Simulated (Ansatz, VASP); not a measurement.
# TiSi in two plane-wave programs, part 2 of 2

Wanted: the spread between two codes on one cell, functional and k mesh. The cell is generated by rule, not measured, and may not be a known phase. The cell is taken from a series of runs on this material, whose earlier steps may have relaxed, scaled, displaced or heated it; both programs get it as it stands.

VASP 6.6.1 and Ansatz 0.2.0.

So far. Step 5 (Ansatz: single point, PBEsol, pair 2): The run ends at a pressure of -0.46 GPa, with forces up to 0.17 eV/Å.

**6. VASP: single point, PBEsol, pair 2**

Level of this step: PBEsol; plane waves and PAW (Ti_sv, Si); invented cell (VASP).

The same cell, functional, mesh and smearing now go to VASP, with its own data sets.

Contents of INCAR:

```
SYSTEM = TiSi
PREC = Accurate
ENCUT = 500
EDIFF = 1E-06
NELM = 120
ISMEAR = 0
SIGMA = 0.1
LREAL = .FALSE.
ALGO = Normal
GGA = PS
NBANDS = 40
LASPH = .TRUE.
LORBIT = 11
LWAVE = .FALSE.
LCHARG = .FALSE.
ISIF = 2
GGA_COMPAT = .FALSE.
KPAR = 2
```

Contents of POSCAR:

```
TiSi
1.0
    0.0000000000      0.0000000000     -5.7207352214
    5.7207352214      0.0000000000      0.0000000000
    2.8603676107     -5.7207352214     -2.8603676107
Ti Si
4 4
Direct
    0.5123911170      0.4876088830      0.0000000000
    0.9876088830      0.0123911170      0.0000000000
    0.2623911170      0.7623911170      0.5000000000
    0.7376088830      0.2376088830      0.5000000000
    0.6250000000      0.6250000000      0.2500000000
    0.1250000000      0.1250000000      0.2500000000
    0.3627638105      0.8627638105      0.7744723789
    0.8872361895      0.3872361895      0.7255276211
```

Contents of KPOINTS:

```
Automatic mesh
0
Gamma
8 8 8
0 0 0
```

The projector-augmented-wave data sets are Ti_sv and Si (PBE family, release 64).

Launch:

```bash
$ mpirun -np 2 vasp_std
```

Numbers of over 12 decimals in the logs are rounded to 6 here.

What it wrote:

```text
[banner, memory and clock lines left out]
running    2 mpi-ranks, on    1 nodes
[...]
[... a notice as in an earlier step ...]

 LDA part: xc-table for (Slater+PW92), standard interpolation
 POSCAR, INCAR and KPOINTS ok, starting setup
[...]
entering main loop
       N       E                     dE             d eps       ncg     rms          rms(c)
DAV:   1     0.700086839492E+03    0.70009E+03   -0.29303E+04  4736   0.159E+03
DAV:   2     0.356699776017E+02   -0.66442E+03   -0.64808E+03  4744   0.492E+02
DAV:   3    -0.513300241327E+02   -0.87000E+02   -0.83048E+02  7576   0.152E+02
DAV:   4    -0.624108499042E+02   -0.11081E+02   -0.10990E+02  7440   0.464E+01
[...]
DAV:  14    -0.509865155633E+02    0.15915E-06   -0.50354E-05  6576   0.323E-02    0.724E-03
DAV:  15    -0.509865153175E+02    0.24579E-06   -0.12158E-05  5760   0.162E-02    0.231E-03
DAV:  16    -0.509865153019E+02    0.15544E-07   -0.85573E-07  3784   0.640E-03
   1 F= -.50986515E+02 E0= -.50980916E+02  d E =-.111980E-01
```

Parts of OUTCAR (step 6):

```text
  Total       -0.5314165     -0.3720049     -0.5314165      0.0000000      0.0000000      0.0000000
  in kB       -4.5476816     -3.1834917     -4.5476816      0.0000000      0.0000000      0.0000000
  external PRESSURE =      -4.0929517 kB  Pullay stress =       0.0000000 kB

 POSITION                                       TOTAL-FORCE (eV/Angst)
 -----------------------------------------------------------------------------------
      2.78948      0.00000     -2.93125        -0.117276      0.047973     -0.117276
      0.07089      0.00000     -5.64985         0.117276      0.047973      0.117276
      5.79162     -2.86037     -2.93125         0.117276     -0.047973     -0.117276
      2.78948     -2.86037     -5.64985        -0.117276     -0.047973      0.117276
      4.29055     -1.43018     -4.29055         0.000000      0.000000      0.000000
      1.43018     -1.43018     -1.43018        -0.000000      0.000000      0.000000
      7.15092     -4.43055     -4.29055         0.000000     -0.144201      0.000000
      4.29055     -4.15055     -7.15092        -0.000000      0.144201      0.000000
 -----------------------------------------------------------------------------------
    total drift:                                0.000004     -0.000004     -0.000004

  FREE ENERGIE OF THE ION-ELECTRON SYSTEM (eV)
  ---------------------------------------------------
  free  energy   TOTEN  =       -50.9865153019 eV

  energy  without entropy=      -50.9753173167  energy(sigma->0) =      -50.98091631

[... 2 parts as in an earlier step ...]

[... 1 further part left out ...]
[key lines of the parts left out:]
E-fermi :   4.1611
```

The run ends at a pressure of -0.41 GPa, with forces up to 0.17 eV/Å.

**7. Differences**

Both answers:

```csv
quantity,Ansatz,VASP,difference
pressure (GPa),-0.46,-0.41,-0.05
```

Forces (eV/Å; atoms numbered as in POSCAR):

```csv
atom,"Ansatz x, y, z","VASP x, y, z"
Ti1,"-0.117, 0.048, -0.117","-0.117, 0.048, -0.117"
Ti2,"0.117, 0.048, 0.117","0.117, 0.048, 0.117"
Ti3,"0.117, -0.048, -0.117","0.117, -0.048, -0.117"
Ti4,"-0.117, -0.048, 0.117","-0.117, -0.048, 0.117"
Si5,"0.000, 0.000, 0.000","0.000, 0.000, 0.000"
Si6,"0.000, 0.000, 0.000","0.000, 0.000, 0.000"
Si7,"0.000, -0.141, 0.000","0.000, -0.144, 0.000"
Si8,"0.000, 0.141, 0.000","0.000, 0.144, 0.000"
```

The forces differ by 1.0 meV/Å r.m.s., which is 1.3 % of the r.m.s. force of 0.082 eV/Å (both taken over all components).

**8. VASP: single point, PBEsol, pair 3**

A single point gives forces, pressure and levels at one fixed geometry, so differences don't come from the geometry; what else differs is listed under the comparison.

INCAR is that of step 6.

Contents of POSCAR:

```
TiSi
1.0
    0.0000000000      0.0000000000     -5.7207352214
    5.7207352214      0.0000000000      0.0000000000
    2.8603676107     -5.7207352214     -2.8603676107
Ti Si
4 4
Direct
    0.5194717553      0.4805282447      0.0000000000
    0.9805282447      0.0194717553      0.0000000000
    0.2694717553      0.7694717553      0.5000000000
    0.7305282447      0.2305282447      0.5000000000
    0.6250000000      0.6250000000      0.2500000000
    0.1250000000      0.1250000000      0.2500000000
    0.3557717023      0.8557717023      0.7884565954
    0.8942282977      0.3942282977      0.7115434046
```

KPOINTS is that of step 6.

Launch:

```bash
$ mpirun -np 2 vasp_std
```

What it wrote:

```text
[... set-up lines as in an earlier step ...]
 entering main loop
       N       E                     dE             d eps       ncg     rms          rms(c)
DAV:   1     0.698605321983E+03    0.69861E+03   -0.29136E+04  4736   0.159E+03
DAV:   2     0.360379711189E+02   -0.66257E+03   -0.64606E+03  4752   0.493E+02
DAV:   3    -0.512637756044E+02   -0.87302E+02   -0.83716E+02  7600   0.152E+02
DAV:   4    -0.624449013947E+02   -0.11181E+02   -0.11088E+02  7512   0.466E+01
[...]
DAV:  14    -0.510644114465E+02    0.18997E-05   -0.66779E-05  6568   0.366E-02    0.922E-03
DAV:  15    -0.510644110604E+02    0.38614E-06   -0.11645E-05  5736   0.171E-02    0.123E-03
DAV:  16    -0.510644110415E+02    0.18901E-07   -0.33677E-07  3776   0.448E-03
   1 F= -.51064411E+02 E0= -.51057545E+02  d E =-.137329E-01
```

Parts of OUTCAR (step 8):

```text
  Total       -1.3341526     -1.0312660     -1.3341526      0.0000000     -0.0000000      0.0000000
  in kB      -11.4172247     -8.8252238    -11.4172247      0.0000000     -0.0000000      0.0000000
  external PRESSURE =     -10.5532244 kB  Pullay stress =       0.0000000 kB

 POSITION                                       TOTAL-FORCE (eV/Angst)
 -----------------------------------------------------------------------------------
      2.74897      0.00000     -2.97176        -0.173126      0.117150     -0.173126
      0.11139      0.00000     -5.60934         0.173126      0.117150      0.173126
      5.83213     -2.86037     -2.97176         0.173126     -0.117150     -0.173126
      2.74897     -2.86037     -5.60934        -0.173126     -0.117150      0.173126
      4.29055     -1.43018     -4.29055        -0.000000      0.000000     -0.000000
      1.43018     -1.43018     -1.43018        -0.000000      0.000000     -0.000000
      7.15092     -4.51055     -4.29055        -0.000000     -0.231638     -0.000000
      4.29055     -4.07055     -7.15092        -0.000000      0.231638     -0.000000
 -----------------------------------------------------------------------------------
    total drift:                                0.000003     -0.000004     -0.000003

  FREE ENERGIE OF THE ION-ELECTRON SYSTEM (eV)
  ---------------------------------------------------
  free  energy   TOTEN  =       -51.0644110415 eV

  energy  without entropy=      -51.0506781865  energy(sigma->0) =      -51.05754461

[... 2 parts as in an earlier step ...]

[... 1 further part left out ...]
[key lines of the parts left out:]
E-fermi :   4.1909
```

The run ends at a pressure of -1.06 GPa, with forces up to 0.27 eV/Å.

**9. Ansatz: single point, PBEsol, pair 3**

The same cell, functional, mesh and smearing now go to Ansatz, which takes its cutoff from its data sets.

The cell is taken from a series of runs on this material, whose earlier steps may have relaxed, scaled, displaced or heated it; both programs get it as it stands.

Contents of input.yaml:

```yaml
crystal:
  lattice:
    - [0.0, 0.0, -5.7207352214]
    - [5.7207352214, 0.0, 0.0]
    - [2.8603676107, -5.7207352214, -2.8603676107]
  atoms:
    - { symbol: Ti, position: [0.5194717553, 0.4805282447, 0.0] }
    - { symbol: Ti, position: [-0.0194717553, 0.0194717553, 0.0] }
    - { symbol: Ti, position: [0.2694717553, 0.7694717553, 0.5] }
    - { symbol: Ti, position: [0.7305282447, 0.2305282447, 0.5] }
    - { symbol: Si, position: [0.625, 0.625, 0.25] }
    - { symbol: Si, position: [0.125, 0.125, 0.25] }
    - { symbol: Si, position: [0.3557717023, 0.8557717023, 0.7884565954] }
    - { symbol: Si, position: [0.8942282977, 0.3942282977, 0.7115434046] }
kpoints:
  mp_grid: { grid: [8, 8, 8] }
hamiltonian:
  xc: pbesol
scf:
  occupations: { method: gaussian, width: 0.1 }
output:
  forces: true
  stress: true
  eigenvalues: true
```

Launch:

```bash
$ ansatz run input.yaml --threads 4 --pin off --max-ram 7168MiB --backend cpu --events-out ev --progress --plain --runs-dir out
```

What it wrote:

```text
[...]
Crystal: 8 atoms, lattice volume = 187.221 Å³
Basis set: ecut = 420 eV, 3739 PW (Γ), exchange–correlation on 80×80×96 points (8 copies of the dense FFT grid, shifted against one another)
Bands: 40, of which v1, the nominal top of the filled ones, is band 32 counted from 1 (31 counted from 0)
Symmetry: 8 space group operations
[...]
k-points: 59 of 512 (time reversal used)
[...]
k-point 0: bands = [... 28 lower, 5.7882, 5.8514, 6.0018, 6.0018, 6.1464, 6.3664, 6.3879, 7.2382, ... 4 higher]
  k-point 1: bands = [... 28 lower, 5.8234, 5.8768, 5.9701, 5.9701, 6.1408, 6.3503, 6.3915, 7.2083, ... 4 higher]
  k-point 2: bands = [... 28 lower, 5.9091, 5.9452, 5.9808, 5.9808, 6.1421, 6.3063, 6.4192, 7.0775, ... 4 higher]
  k-point 58: bands = [... 28 lower, 5.4496, 5.5974, 5.5974, 5.6252, 7.1217, 7.1217, 7.1999, 7.3508, ... 4 higher]
[key lines of the parts left out:]
SCF converged after 8 iterations
Free energy (F): -12376.284868 eV
Fermi energy:    6.219201 eV
P = ⅓ Tr σ = -1.1008 GPa (-11.008 kbar)
```

The run ends at a pressure of -1.10 GPa, with forces up to 0.27 eV/Å.

**10. Comparison**

Both answers:

```csv
quantity,Ansatz,VASP,difference
pressure (GPa),-1.10,-1.06,-0.05
```

Forces (eV/Å; atoms numbered as in POSCAR):

```csv
atom,"Ansatz x, y, z","VASP x, y, z"
Ti1,"-0.173, 0.117, -0.173","-0.173, 0.117, -0.173"
Ti2,"0.173, 0.117, 0.173","0.173, 0.117, 0.173"
Ti3,"0.173, -0.117, -0.173","0.173, -0.117, -0.173"
Ti4,"-0.173, -0.117, 0.173","-0.173, -0.117, 0.173"
Si5,"0.000, 0.000, 0.000","0.000, 0.000, 0.000"
Si6,"0.000, 0.000, 0.000","0.000, 0.000, 0.000"
Si7,"0.000, -0.226, 0.000","0.000, -0.232, 0.000"
Si8,"0.000, 0.226, 0.000","0.000, 0.232, 0.000"
```

The forces differ by 1.5 meV/Å r.m.s., which is 1.2 % of the r.m.s. force of 0.129 eV/Å (both taken over all components).

**11. What came out**

```yaml
r_m_s_force_difference_single_point_pbesol_pair_1: 2.6 meV/Å
r_m_s_force_difference_single_point_pbesol_pair_2: 1.0 meV/Å
r_m_s_force_difference_single_point_pbesol_pair_3: 1.5 meV/Å
```

What this shows: The r.m.s. force difference is 2.6 meV/Å (single point, PBEsol, pair 1), within the 12 meV/Å picked in this series as the mark of a large difference. 5 further runs of this series are not shown here. How closely two codes agree says nothing of how well the functional describes the real material.

[Lines on the potential files, build, host, timing and source positions are cut from VASP's logs without a mark.]

[Logs are printed without paths, hosts, clocks, repeated set-up lines and the standing remarks that a program may print on its own settings, such as how far it seeks lower states.]

[Hosts, paths, dates, database ids (printed as entryN), source tags and the programs' standing remarks are cut or masked in the printed files.]
